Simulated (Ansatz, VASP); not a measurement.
# Cross-check of LiCl between VASP and Ansatz

Aim: how closely do two programs agree when they are given the same cell, functional and k mesh? The cell is taken from a series of runs on this material, whose earlier steps may have relaxed, scaled, displaced or heated it; both programs get it as it stands.

Method: plane waves, with VASP 6.6.1 beside it; zone-centre phonons at PBE, in Ansatz 0.2.0.

### Step 1. The structure

It takes space group Fm-3m (No. 225, cubic). The conventional cell has a = 5.150 Å, b = 5.150 Å, c = 5.150 Å, α = 90.00°, β = 90.00°, γ = 90.00°. Nearest to Li lie 6 Cl at 2.58 Å. Nearest to Cl lie 6 Li at 2.58 Å. Farther neighbours and most contacts between anions are not listed.

### Step 2. Ansatz: zone-centre phonons, PBE

Ansatz runs on its default PAW (the set named soft_2) files.

Second derivatives magnify differences that forces hide, and they need a tight electronic threshold.

Contents of input.yaml:

```yaml
crystal:
  lattice:
    - [0.0, 2.5751358477, 2.5751358477]
    - [2.5751358477, 0.0, 2.5751358477]
    - [2.5751358477, 2.5751358477, 0.0]
  atoms:
    - { symbol: Li, position: [0.0, 0.0, 0.0] }
    - { symbol: Cl, position: [0.5, 0.5, 0.5] }
kpoints:
  mp_grid: { grid: [8, 8, 8] }
hamiltonian:
  xc: pbe
scf:
  occupations: { method: fixed }
output:
  eigenvalues: true
phonons:
  method: dfpt
  dielectric: true
  rigid_motions: translations
```

On the command line:

```bash
ansatz run input.yaml --threads 4 --pin off --max-ram 7168MiB --backend cpu --events-out ev --progress --plain --runs-dir out
```

Numbers of over 12 decimals in the logs are rounded to 6 here.

Log:

```text
Engine: ansatz 0.2.0, aarch64-unknown-linux-gnu
Pseudopotentials: kind: paw
Pseudopotential: Li, paw, valence charge 3, recommended cutoff 420 eV (normal), Li.paw.azcp
Pseudopotential: Cl, paw, valence charge 7, recommended cutoff 420 eV (normal), Cl.paw.azcp
Functional definition: PBE
  parameter kappa = 0.804
  parameter beta = 0.066725
  exchange = pbe_x(kappa = kappa, mu = beta*pi^2/3)
  correlation = pbe_c(beta = beta)
Crystal: 2 atoms, lattice volume = 34.153 Å³
Basis set: ecut = 420 eV, 645 PW (Γ), exchange–correlation on 50×50×50 points (8 copies of the dense FFT grid, shifted against one another)
Bands: 9, of which v1, the nominal top of the filled ones, is band 5 counted from 1 (4 counted from 0)
Symmetry: 48 space group operations
k-points: 59 of 512 (irreducible under 8 space group operations, time reversal used)
Non-local potential: Li, projectors of the file, l = 0: 3, l = 1: 2, l = 2: 1
Non-local potential: Cl, projectors of the file, l = 0: 2, l = 1: 2, l = 2: 2
PAW form: soft (Blöchl's): semilocal exchange-correlation on the pseudo side does not see the compensation charge
PAW one-centre angular grid: Li, 110 points (default); XC on 64 Gauss nodes
PAW one-centre angular grid: Cl, 110 points (default); XC on 64 Gauss nodes
Initial density: superposition of atomic densities (neutral atoms: chi_scale 0, normalization atom), corrected by the library's trained network
Initial wavefunctions: pseudopotential atomic-orbital guess
Functional: x = pbe(κ = 0.804, μ = 0.219515), c = pbe(β = 0.066725)
SCF iter   1: F=—  HF=-1287.833988 eV  |F-HF|=—  |Δ(HF+E_count)|=         —  Δρ=2.05e-4  dr2=1.23e-5  ethr=1.77e-3  ⟨swp⟩=5.3  Hψ=3332  notcnv=0  defer=86
preconditioner: auto → none  [insulator: Δε(μ)=6.263 eV  Ē_g=14.061 eV  n_scr=8 (ndim 8)  ℏωp=18.0 eV  f_vac=0.000  ε∞_Penn≈2.6]
SCF iter   2: F=—  HF=-1287.833913 eV  |F-HF|=—  |Δ(HF+E_count)|=   7.56e-5  Δρ=1.78e-4  dr2=1.55e-5  ethr=1.23e-7  ⟨swp⟩=2.5  Hψ=1456  notcnv=0  defer=109
SCF iter   3: F=—  HF=-1287.833895 eV  |F-HF|=—  |Δ(HF+E_count)|=   1.75e-5  Δρ=6.60e-5  dr2=9.17e-7  ethr=1.23e-7  ⟨swp⟩=2.0  Hψ=764  notcnv=0  defer=29
SCF iter   4: F=—  HF=-1287.833897 eV  |F-HF|=—  |Δ(HF+E_count)|=   1.46e-6  Δρ=3.24e-5  dr2=3.66e-7  ethr=9.17e-9  ⟨swp⟩=2.4  Hψ=739  notcnv=0  defer=1
SCF iter   5: F=—  HF=-1287.833896 eV  |F-HF|=—  |Δ(HF+E_count)|=   2.14e-7  Δρ=1.54e-5  dr2=1.11e-7  ethr=3.66e-9  ⟨swp⟩=1.8  Hψ=644  notcnv=0  defer=1
SCF iter   6: F=—  HF=-1287.833896 eV  |F-HF|=—  |Δ(HF+E_count)|=   4.36e-8  Δρ=3.53e-6  dr2=6.35e-9  ethr=1.11e-9  ⟨swp⟩=2.3  Hψ=754  notcnv=0  defer=1
SCF iter   7: F=—  HF=-1287.833896 eV  |F-HF|=—  |Δ(HF+E_count)|=   2.15e-9  Δρ=8.22e-7  dr2=3.56e-10  ethr=6.35e-11  ⟨swp⟩=2.3  Hψ=775  notcnv=0  defer=1
SCF iter   8: F=-1287.833896 eV  HF=-1287.833896 eV  |F-HF|=1.00e-11  |Δ(HF+E_count)|=  1.13e-10  Δρ=1.67e-7  dr2=1.46e-11  ethr=1.00e-12  ⟨swp⟩=7.7  Hψ=2903  notcnv=0
SCF 1 converged in 8 iterations: F = -1287.833896 eV  dr2 = 1.46e-11
  greatest PAW one-centre occupation: 1.000 electrons in one spin orbital (limit 2), on the Li atom at site 0 (counted from 0), in its partial waves of l = 0
DFPT response loops at Γ: preconditioner auto → none (the input reference at scf.mixing.eps_inf says where Resta's filter doesn't serve); β = 0.50; Broyden in place of MSR1
SCF converged after 8 iterations
Free energy (F): -1287.833896 eV
Harris-Foulkes:  -1287.833896 eV  (|F-HF|=1.00e-11)
Internal energy: -1287.833896 eV  (E = F + TS)
E sigma→0 (E₀):  -1287.833896 eV
Fermi energy:    1.601194 eV
--- Per-component energies (eV) ---
  E_band       = -104.124230
  E_kinetic    = 183.612809
  E_local      = -327.467665  (includes V_loc(G=0)·N_el)
  E_nonlocal   = -4.753196
  E_hartree    = 95.540451
  E_xc         = -118.617340
  E_vxc        = -136.855511  (∫ρ·V_xc dr)
  E_paw        = -680.420899  (= ΣΔE_a)
  E_vpaw       = -9.741614  (= ΣTr[D̂ρ^β])
  E_aug_tail   = 0.000097  (compensation charges beyond the density's cutoff)
  E_ewald      = -435.728154
  E_smearing   = -0.000000  (= −TS)
  E_closure    = 0.000000  (closes the sum)
  Σ components = -1287.833896   (vs F -1287.833896, Δ=0.00e0)
--- Band table (eV; the first three rows and the last of 59) ---
  k-point 0: bands = ["-41.9251", "-11.7541", "1.6012", "1.6012", "1.6012", "7.8606", "13.3838", "13.3838", "13.3838"]
  k-point 1: bands = ["-41.9247", "-11.6805", "1.0835", "1.5611", "1.5611", "8.3221", "12.6440", "13.3007", "13.3007"]
  k-point 2: bands = ["-41.9238", "-11.4933", "0.0472", "1.4693", "1.4693", "8.7685", "12.1968", "12.1968", "12.4757"]
  k-point 58: bands = ["-41.9217", "-10.9730", "-0.4744", "-0.4744", "0.5610", "11.0385", "11.6713", "11.9493", "11.9493"]
--- Phonons (Γ-DFPT): 2 representative perturbations + reference, on 59 of 512 k-points (Σ response iterations 8) ---
  k mesh reduced under 8 symmetry operations, with k and −k counted as one. Each operation leaves every solved perturbation unchanged. A smaller set is not considered because the run solves the response to a homogeneous field
  ASR residual: 1.284e-4 → 0.000e0 eV/Å²; symmetrization residual: 4.654e-7 eV/Å²
  ASR residual per site (eV/Å²): 1.17e-4 1.28e-4
  Γ frequencies (cm⁻¹): 0.00 0.00 0.00 166.97 166.97 166.97
  ε∞ (high-frequency dielectric tensor):
        2.944297     0.000000     0.000000
       -0.000000     2.944297    -0.000000
        0.000000     0.000000     2.944297
  ε⁰ (static dielectric tensor: ions relaxed, cell fixed):
       15.499346     0.000000    -0.000000
        0.000000    15.499346     0.000000
       -0.000000     0.000000    15.499346
  ε⁰ − ε∞ (ionic part):
       12.555049     0.000000    -0.000000
        0.000000    12.555049     0.000000
       -0.000000     0.000000    12.555049
  softest optical mode at Γ: 166.97 cm⁻¹; the repairs (sum rule, projections) moved no ω² at Γ by more than (2.17 cm⁻¹)²
  Born effective charges Z* (e; rows j = field, columns β = displacement):
    site 0:
         1.18745    0.00000   -0.00000
        -0.00000    1.18745    0.00000
         0.00000    0.00000    1.18745
    site 1:
        -1.18745   -0.00000    0.00000
         0.00000   -1.18745   -0.00000
         0.00000   -0.00000   -1.18745
  Z* charge neutrality: 1.393e-5 e pre-enforcement
  k-mesh period / interband length: 29.1 Å / 1.26 Å = 23.12 at k = (0.0000, 0.0000, -0.5000), direct gap 6.982 eV — 14 or more, which is no proof of convergence
  optical modes at Γ without the LO–TO term, one row a degenerate level:
      ω (cm⁻¹)  modes    IR ((D/Å)²/amu)
        166.97      3            16.8153
  optical modes at Γ + LO–TO along q̂ = [1.0000, 0.0000, 0.0000]:
      ω (cm⁻¹)  modes    IR ((D/Å)²/amu)
        166.97      2            11.2102
        383.10      1             5.6051
  optical modes at Γ + LO–TO along q̂ = [0.0000, 1.0000, 0.0000]:
      ω (cm⁻¹)  modes    IR ((D/Å)²/amu)
        166.97      2            11.2102
        383.10      1             5.6051
  optical modes at Γ + LO–TO along q̂ = [0.0000, 0.0000, 1.0000]:
      ω (cm⁻¹)  modes    IR ((D/Å)²/amu)
        166.97      2            11.2102
        383.10      1             5.6051
```

In the SCF lines HF is the Harris–Foulkes energy and dr2 the Hartree energy of the density residual, in eV; the loop may stop once dr2 is under the threshold and the program's other checks hold. Hψ counts applications of the Hamiltonian.

(Part 1 of 2 ends here.)

[Lines on the potential files, build, host, timing and source positions are cut from VASP's logs without a mark.]

[Logs are printed without paths, hosts, clocks, repeated set-up lines and the standing remarks that a program may print on its own settings, such as how far it seeks lower states.]

[Hosts, paths, dates, database ids (printed as entryN), source tags and the programs' standing remarks are cut or masked in the printed files.]
